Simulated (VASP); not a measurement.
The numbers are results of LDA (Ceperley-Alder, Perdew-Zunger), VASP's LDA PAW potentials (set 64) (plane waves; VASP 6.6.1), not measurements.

VASP input:

**POSCAR**
```
NiSb
1
    1.9397678332    -3.3597765988     0.0000000000
    1.9397678332     3.3597765988    -0.0000000000
   -0.0000000000    -0.0000000000     5.0312307072
Ni Sb
2 2
Direct
  0.0000000000   0.0000000000   0.5000000000
  0.0000000000   0.0000000000   1.0000000000
  0.3333330000   0.6666670000   0.2500000000
  0.6666670000   0.3333330000   0.7500000000
```

KPOINTS:
```
Automatic
0
Gamma
  9 9 6
0 0 0
```

### INCAR
```
SYSTEM = NiSb
PREC = Accurate
ENCUT = 500
EDIFF = 1E-6
NELM = 100
ALGO = Normal
LREAL = .FALSE.
LASPH = .TRUE.
ISMEAR = 1
SIGMA = 0.1
LMAXMIX = 4
LWAVE = .FALSE.
LCHARG = .FALSE.
IBRION = 2
ISIF = 3
NSW = 40
EDIFFG = -0.02
```

POTCAR, in this order: Ni Sb (LDA.64 set). Program: vasp_std.

What VASP printed:

**OUTCAR**
```
 ion  position               nearest neighbor table
   1  0.000  0.000  0.500-   2 2.52   2 2.52   4 2.57   3 2.57   4 2.57   3 2.57   4 2.57   3 2.57
  LATTYP: Found a hexagonal cell.
 ALAT       =     3.8795358022
 C/A-ratio  =     1.2968641002
 Subroutine PRICEL returns:
 Original cell was already a primitive cell.
 Subroutine GETGRP returns: Found 24 space group operations
The static configuration has the point symmetry D_3d.
 The point group associated with its full space group is D_6h.
The dynamic configuration has the point symmetry D_3d.
 Subroutine INISYM returns: Found 24 space group operations
 Subroutine IBZKPT returns following result:
 Found     48 irreducible k-points:

 Following reciprocal coordinates:
            Coordinates               Weight
  0.000000  0.000000  0.000000      1.000000
  0.111111  0.000000  0.000000      6.000000
  0.222222  0.000000  0.000000      6.000000
  0.333333 -0.000000  0.000000      6.000000
  0.444444  0.000000  0.000000      6.000000
  0.111111  0.111111  0.000000      6.000000
  0.222222  0.111111  0.000000     12.000000
  0.333333  0.111111  0.000000     12.000000
  0.444444  0.111111  0.000000      6.000000
  0.222222  0.222222  0.000000      6.000000
  0.333333  0.222222  0.000000     12.000000
  0.333333  0.333333  0.000000      2.000000
  0.000000  0.000000  0.166667      2.000000
  0.111111  0.000000  0.166667     12.000000
  0.222222  0.000000  0.166667     12.000000
  0.333333 -0.000000  0.166667     12.000000
  0.444444  0.000000  0.166667     12.000000
  0.111111  0.111111  0.166667     12.000000
  0.222222  0.111111  0.166667     24.000000
  0.333333  0.111111  0.166667     24.000000
  0.444444  0.111111  0.166667     12.000000
  0.222222  0.222222  0.166667     12.000000
  0.333333  0.222222  0.166667     24.000000
  0.333333  0.333333  0.166667      4.000000
  0.000000  0.000000  0.333333      2.000000
  0.111111  0.000000  0.333333     12.000000
  0.222222  0.000000  0.333333     12.000000
  0.333333 -0.000000  0.333333     12.000000
  0.444444  0.000000  0.333333     12.000000
  0.111111  0.111111  0.333333     12.000000
  0.222222  0.111111  0.333333     24.000000
  0.333333  0.111111  0.333333     24.000000
  0.444444  0.111111  0.333333     12.000000
  0.222222  0.222222  0.333333     12.000000
  0.333333  0.222222  0.333333     24.000000
  0.333333  0.333333  0.333333      4.000000
  0.000000  0.000000  0.500000      1.000000
  0.111111  0.000000  0.500000      6.000000
  0.222222  0.000000  0.500000      6.000000
  0.333333 -0.000000  0.500000      6.000000
   k-points           NKPTS =     48   k-points in BZ     NKDIM =     48   number of bands    NBANDS=     19
   number of dos      NEDOS =    301   number of ions     NIONS =      4
   total plane-waves  NPLWV =  31360
   dimension x,y,z NGX =    28 NGY =   28 NGZ =   40
   dimension x,y,z NGXF=    56 NGYF=   56 NGZF=   80
   ions per type =               2   2
   PREC   = accura    normal or accurate (medium, high low for compatibility)
   ISTART =      0    job   : 0-new  1-cont  2-samecut
   ICHARG =      2    charge: 1-file 2-atom 10-const
   ISPIN  =      1    spin polarized calculation?
   LNONCOLLINEAR =      F non collinear calculations
   LSORBIT =      F    spin-orbit coupling
   INIWAV =      1    electr: 0-lowe 1-rand  2-diag
   ENCUT  =  500.0 eV  36.75 Ry    6.06 a.u.   7.07  7.07  9.17*2*pi/ulx,y,z
   NELM   =    100;   NELMIN=  2; NELMDL= -5     # of ELM steps
   EDIFF  = 0.1E-05   stopping-criterion for ELM
   LREAL  =      F    real-space projection
   NLSPLINE    = F    spline interpolate recip. space projectors
...
```

**OSZICAR**
```
       N       E                     dE             d eps       ncg     rms          rms(c)
DAV:   1     0.169741807323E+03    0.16974E+03   -0.12261E+04  1824   0.159E+03
DAV:   2    -0.157847323479E+02   -0.18553E+03   -0.18051E+03  1839   0.321E+02
DAV:   3    -0.253890179632E+02   -0.96043E+01   -0.93048E+01  2118   0.912E+01
DAV:   4    -0.256712376385E+02   -0.28222E+00   -0.27984E+00  2044   0.146E+01
DAV:   5    -0.256801123722E+02   -0.88747E-02   -0.88722E-02  2202   0.271E+00    0.138E+01
DAV:   6    -0.277583293291E+02   -0.20782E+01   -0.33234E+01  2000   0.108E+02    0.160E+01
DAV:   7    -0.241918154613E+02    0.35665E+01   -0.12648E+01  1980   0.762E+01    0.423E+00
DAV:   8    -0.242297817505E+02   -0.37966E-01   -0.14397E+00  2468   0.102E+01    0.264E+00
DAV:   9    -0.241614356689E+02    0.68346E-01   -0.27215E-01  2063   0.929E+00    0.626E-01
DAV:  10    -0.241621079831E+02   -0.67231E-03   -0.10061E-02  1940   0.976E-01    0.454E-01
DAV:  11    -0.241614390329E+02    0.66895E-03   -0.59905E-04  2153   0.242E-01    0.155E-01
DAV:  12    -0.241612173829E+02    0.22165E-03   -0.47559E-04  2656   0.362E-01    0.215E-02
DAV:  13    -0.241612214239E+02   -0.40410E-05   -0.69424E-05  2024   0.661E-02    0.287E-02
DAV:  14    -0.241612207602E+02    0.66375E-06   -0.13007E-06  1132   0.137E-02
   1 F= -.24161221E+02 E0= -.24161136E+02  d E =-.241612E+02
```

OUTCAR:
```
------------------------ aborting loop because EDIFF is reached ----------------------------------------
  FORCE on cell =-STRESS in cart. coord.  units (eV):
  Direction    XX          YY          ZZ          XY          YZ          ZX
  --------------------------------------------------------------------------------------
  Total       -0.0019435     -0.0019435      0.0383245      0.0000000     -0.0000000      0.0000000
  in kB       -0.0474815     -0.0474815      0.9363173      0.0000000     -0.0000000      0.0000000
  external PRESSURE =       0.2804515 kB  Pullay stress =       0.0000000 kB
  volume of cell :       65.58
      direct lattice vectors                 reciprocal lattice vectors
     1.939767833 -3.359776599  0.000000000     0.257762806 -0.148819419  0.000000000
     1.939767833  3.359776599  0.000000000     0.257762806  0.148819419  0.000000000
     0.000000000  0.000000000  5.031230707     0.000000000  0.000000000  0.198758526
 POSITION                                       TOTAL-FORCE (eV/Angst)
 -----------------------------------------------------------------------------------
      0.00000      0.00000      2.51562         0.000000     -0.000000      0.000000
      0.00000      0.00000      0.00000        -0.000000     -0.000000      0.000000
      1.93977      1.11993      1.25781         0.000000     -0.000000      0.000000
      1.93977     -1.11993      3.77342        -0.000000      0.000000     -0.000000
 -----------------------------------------------------------------------------------
    total drift:                                0.000000      0.000000      0.000000
  FREE ENERGIE OF THE ION-ELECTRON SYSTEM (eV)
  ---------------------------------------------------
  free  energy   TOTEN  =       -24.1612207602 eV

  energy  without entropy=      -24.1609671082  energy(sigma->0) =      -24.16113621

 reached required accuracy - stopping structural energy minimisation
```
(Selected blocks of OUTCAR.)

### OUTCAR
```
 val. band max:       10.5315837381   @ k =   0.0000   0.0000   0.0000

 cond. band min:      10.5554009963   @ k =   0.2222   0.0000   0.3333


 Fermi energy:        10.5413973637

 k-point     1 :       0.0000    0.0000    0.0000
  band No.  band energies     occupation
      1      -2.8166      2.00000
      2       2.0354      2.00000
      3       4.0437      2.00000
      4       6.3499      2.00000
      5       6.3499      2.00000
      6       7.1331      2.00000
      7       7.7801      2.00000
      8       7.7801      2.00000
      9       8.2695      2.00000
     10       8.2695      2.00000
     11       9.1153      2.00000
     12       9.1153      2.00000
     13      10.5316      1.16522
     14      11.1389     -0.00000
     15      11.1389     -0.00000
     16      13.1242      0.00000
     17      13.1242      0.00000
     18      13.7011      0.00000
     19      14.7612      0.00000

 k-point     2 :       0.1111    0.0000    0.0000
  band No.  band energies     occupation
      1      -2.6554      2.00000
      2       2.0160      2.00000
      3       4.2249      2.00000
      4       6.3241      2.00000
      5       6.3863      2.00000
      6       7.0749      2.00000
      7       7.6572      2.00000
      8       7.7150      2.00000
      9       8.1727      2.00000
     10       8.2982      2.00000
     11       9.1067      2.00000
     12       9.1169      2.00000
     13      10.0767      2.00000
     14      10.4768      1.87945
     15      10.5994      0.17853
     16      12.4267     -0.00000
     17      13.6133      0.00000
     18      14.4792      0.00000
     19      15.0249      0.00000

 k-point     3 :       0.2222    0.0000    0.0000
  band No.  band energies     occupation
      1      -2.1796      2.00000
      2       1.9058      2.00000
      3       4.7555      2.00000
      4       6.0153      2.00000
      5       6.4890      2.00000
      6       6.8481      2.00000
      7       7.4289      2.00000
...
```

Unless said otherwise, spin-orbit coupling is left out, though it shifts the bands of the heavy elements here.

The compound is NiSb in the NiAs type structure. It was relaxed first. The run is not spin-polarised, so no magnetic state was tried.
